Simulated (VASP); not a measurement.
Level of theory: PBE GGA, VASP's PBE PAW potentials (set 64) (plane waves; VASP 6.6.1).

VASP input:

File KPOINTS:
```
Automatic
0
Gamma
  6 6 5
0 0 0
```

**INCAR**
```
# general
SYSTEM =Se
PREC   =Accurate
ENCUT  =480
LREAL  =.False.
LASPH  =.True.

# electronic loop
EDIFF  =1E-6
NELM   =100
ALGO   =Normal
LMAXMIX=4

# smearing
ISMEAR =0
SIGMA  =0.05

# functional
GGA    =PE

# ions
IBRION =2
NSW    =60
ISIF   =3
EDIFFG =-0.01

# output
LWAVE  =.False.
LCHARG =.False.
```

### POSCAR
```
Se
1.0
  2.2603507058  -3.9150422494   0.0000000000
  2.2603507058   3.9150422494   0.0000000000
  0.0000000000   0.0000000000   5.0468300026
Se
3
Cartesian
  0.4953760760   0.8580165290   3.3645550173
  3.5299492596   0.0000000000   0.0000000000
  0.4953760760  -0.8580165290   1.6822749853
```

POTCAR, in this order: Se (PBE.64 set). Program: vasp_std.

Output

**OSZICAR**
```
       N       E                     dE             d eps       ncg     rms          rms(c)
DAV:   1     0.843858748734E+02    0.84386E+02   -0.68351E+03   702   0.106E+03
DAV:   2    -0.463681867049E+01   -0.89023E+02   -0.86101E+02   926   0.174E+02
DAV:   3    -0.105404366399E+02   -0.59036E+01   -0.58732E+01   812   0.521E+01
DAV:   4    -0.105973107484E+02   -0.56874E-01   -0.56848E-01   872   0.603E+00
DAV:   5    -0.105978751115E+02   -0.56436E-03   -0.56432E-03   867   0.584E-01    0.644E+00
DAV:   6    -0.105332408596E+02    0.64634E-01   -0.41460E-02   797   0.148E+00    0.398E+00
DAV:   7    -0.105113352499E+02    0.21906E-01   -0.81307E-02   747   0.206E+00    0.200E-01
DAV:   8    -0.105107631442E+02    0.57211E-03   -0.98890E-03   752   0.706E-01    0.100E-01
DAV:   9    -0.105109036450E+02   -0.14050E-03   -0.32109E-04   912   0.137E-01    0.297E-02
DAV:  10    -0.105109448256E+02   -0.41181E-04   -0.60328E-05   762   0.597E-02    0.826E-03
DAV:  11    -0.105109486096E+02   -0.37840E-05   -0.10235E-05   812   0.217E-02    0.383E-03
DAV:  12    -0.105109483841E+02    0.22545E-06   -0.20986E-06   566   0.108E-02
   1 F= -.10510948E+02 E0= -.10510948E+02  d E =-.105109E+02
```

File OUTCAR:
```
------------------------ aborting loop because EDIFF is reached ----------------------------------------
  FORCE on cell =-STRESS in cart. coord.  units (eV):
  Direction    XX          YY          ZZ          XY          YZ          ZX
  --------------------------------------------------------------------------------------
  Total        0.0028089      0.0028089      0.0005945      0.0000000      0.0000000      0.0000000
  in kB        0.0503840      0.0503840      0.0106629      0.0000000      0.0000000      0.0000000
  external PRESSURE =       0.0371437 kB  Pullay stress =       0.0000000 kB
  volume of cell :       89.32
      direct lattice vectors                 reciprocal lattice vectors
     2.260350706 -3.915042249  0.000000000     0.221204612 -0.127712543  0.000000000
     2.260350706  3.915042249  0.000000000     0.221204612  0.127712543  0.000000000
     0.000000000  0.000000000  5.046830003     0.000000000  0.000000000  0.198144181
 POSITION                                       TOTAL-FORCE (eV/Angst)
 -----------------------------------------------------------------------------------
      0.49538      0.85802      3.36456         0.000372      0.000644      0.000000
      3.52995      0.00000      0.00000        -0.000744      0.000000      0.000000
      0.49538     -0.85802      1.68227         0.000372     -0.000644     -0.000000
 -----------------------------------------------------------------------------------
    total drift:                               -0.000192     -0.000449      0.000007
  FREE ENERGIE OF THE ION-ELECTRON SYSTEM (eV)
  ---------------------------------------------------
  free  energy   TOTEN  =       -10.5109483841 eV

  energy  without entropy=      -10.5109483841  energy(sigma->0) =      -10.51094838

 reached required accuracy - stopping structural energy minimisation
```
(Selected blocks of OUTCAR.)

**OUTCAR**
```
 val. band max:        1.7278042231   @ k =  -0.1667   0.5000   0.4000

 cond. band min:       3.1529807580   @ k =   0.3333   0.3333   0.4000


 Fermi energy:         1.9734907636

 k-point     1 :       0.0000    0.0000    0.0000
  band No.  band energies     occupation
      1     -13.5293      2.00000
      2      -9.7200      2.00000
      3      -9.7200      2.00000
      4      -1.8813      2.00000
      5      -1.8813      2.00000
      6      -1.5840      2.00000
      7      -0.0088      2.00000
      8      -0.0088      2.00000
      9       1.5232      2.00000
     10       3.7574      0.00000
     11       3.7574      0.00000
     12       4.1265      0.00000
     13       7.7284      0.00000

 k-point     2 :       0.1667   -0.0000    0.0000
  band No.  band energies     occupation
      1     -13.4485      2.00000
      2      -9.7991      2.00000
      3      -9.7161      2.00000
      4      -2.3535      2.00000
      5      -2.1096      2.00000
      6      -1.4601      2.00000
      7      -0.0203      2.00000
      8       0.2549      2.00000
      9       1.3473      2.00000
     10       3.7155      0.00000
     11       3.7755      0.00000
     12       4.3710      0.00000
     13       7.8913      0.00000

 k-point     3 :       0.3333   -0.0000    0.0000
  band No.  band energies     occupation
      1     -13.2697      2.00000
      2      -9.9873      2.00000
      3      -9.7078      2.00000
      4      -2.7871      2.00000
      5      -2.4183      2.00000
      6      -1.4084      2.00000
      7      -0.2841      2.00000
      8       0.1907      2.00000
      9       1.0649      2.00000
     10       3.8205      0.00000
     11       4.0810      0.00000
     12       5.0812      0.00000
     13       7.7693      0.00000

 k-point     4 :       0.5000   -0.0000    0.0000
  band No.  band energies     occupation
      1     -13.1694      2.00000
      2     -10.0986      2.00000
      3      -9.7034      2.00000
...
```

Without a dispersion term in the relaxation, distances and binding between the weakly bound layers, chains or molecules are unreliable, and so is what depends on them.

The compound is Se in the trig structure. It was relaxed first, which changed the volume by +9 %. The start is the result of an earlier pass.
